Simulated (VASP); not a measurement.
Energy against volume of Lu (hcp). All values below come from PBE GGA with D3 dispersion (Becke-Johnson damping), VASP's PBE PAW potentials (set 64) (plane waves; VASP 6.6.1). Numerical set-up: 520 eV cut-off, 12×12×7 Γ-centred mesh, first-order Methfessel-Paxton smearing of 0.10 eV, potentials Lu_3.

Shape and ions are relaxed at each volume.

| V (Å³/atom) | E (eV/atom) |
|---|---|
| 26.462 | -4.79167 |
| 27.306 | -4.80581 |
| 28.151 | -4.81079 |
| 28.995 | -4.80773 |

Q: Fit these four points and predict the energy of the run at 29.840 Å³/atom.

A: A cubic in V^(−2/3), the third-order Birch-Murnaghan form, passes through the four points with V0 = 28.23 Å³/atom and B0 = 50 GPa, and gives -4.7976 eV/atom there. The run gave -4.7976 eV/atom, +0.0 meV/atom from the fit; all five points give B0 = 50 GPa.

The compound is Lu in the hcp structure. It was relaxed first.
